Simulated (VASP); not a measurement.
Given:

```yaml
crystal:
  lattice:
    - [0.00000, 2.69023, 2.75038]
    - [2.71339, 0.00000, 2.75038]
    - [2.71339, 2.69023, 0.00000]
  atoms:
    - { symbol: Si, position: [0.25000, 0.25000, 0.25000] }
    - { symbol: Si, position: [0.75000, 0.75000, 0.75000] }
    - { symbol: Ni, position: [0.98768, 0.01232, 0.01232] }
```

The numbers are results of PBE GGA, VASP's PBE PAW potentials (set 64) (plane waves; VASP 6.6.1), not measurements. Run with 800 eV cut-off, 9×9×9 Γ-centred mesh, first-order Methfessel-Paxton smearing of 0.10 eV, potentials Si Ni.

Question: Give the force on each atom (eV/Å).

Answer: 
| atom | Fx | Fy | Fz |
|---|---|---|---|
| Si1 | 0.317 | 0.000 | 0.000 |
| Si2 | 0.317 | 0.000 | 0.000 |
| Ni3 | -0.635 | 0.000 | 0.000 |

Question: Give the stress tensor in GPa (positive for a compressed cell).

Answer: 
```
1.49  0.00  0.00
0.00  2.18  0.00
0.00  0.00  0.69
```
The pressure is its mean diagonal, 1.45 GPa.

The compound is NiSi2 in the fluorite structure. The cell was not relaxed at this level, atoms are displaced from their ideal sites. The run is one of a series of settings (ENCUT = 800 against the base run), some of them coarse on purpose. The run is not spin-polarised, so no magnetic state was tried.
